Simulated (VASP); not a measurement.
Given:

```yaml
crystal:
  lattice:
    - [1.56193, -2.70533, 0.00000]
    - [1.56193, 2.70533, 0.00000]
    - [0.00000, 0.00000, 5.00479]
  atoms:
    - { symbol: Al, position: [0.66667, 0.33333, 0.50010] }
    - { symbol: Al, position: [0.33333, 0.66667, 0.00010] }
    - { symbol: N, position: [0.66667, 0.33333, 0.88190] }
    - { symbol: N, position: [0.33333, 0.66667, 0.38190] }
```

Level of theory: optB88-vdW, VASP's PBE PAW potentials (set 64) (plane waves; VASP). Settings: 520 eV cut-off, 9×9×5 Γ-centred mesh, tetrahedra with Blöchl corrections, potentials Al N.

**Question.** Estimate the energy per atom (σ→0), band gap (on the k-mesh) with the smallest direct gap where there is one.

**Answer.** 
```yaml
band gap (on the k-mesh): 4.25 eV
smallest direct gap (on the k-mesh): 4.25 eV
energy per atom (σ→0): -6.211 eV/atom
```

Total energies compare only between runs with the same potentials, cut-off and functional.

The compound is AlN in the wurtzite structure. It was relaxed first.
